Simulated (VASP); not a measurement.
Given:

```xyz
3
Lattice="0.0000 2.9922 2.9922 2.9922 0.0000 2.9922 2.9922 2.9922 0.0000" Properties=species:S:1:pos:R:3 pbc="T T T"
Pb     0.0000     0.0000     0.0000
F      1.4961     1.4961     1.4961
F      4.4884     4.4884     4.4884
```

These are revTPSS meta-GGA, VASP's PBE PAW potentials (set 64) (plane waves; VASP) values and carry that method's errors. Run with 520 eV cut-off, 7×7×7 Γ-centred mesh, Gaussian smearing of 0.050 eV, potentials Pb_d F.

Q: Give the stress tensor in GPa (positive for a compressed cell).

A: 
```
-1.96   0.00   0.00
 0.00  -1.96   0.00
 0.00   0.00  -1.96
```
The pressure is its mean diagonal, -1.96 GPa.

The compound is PbF2 in the fluorite structure, the β form. This cell is one point of a volume scan, at 1.03 of the reference volume.
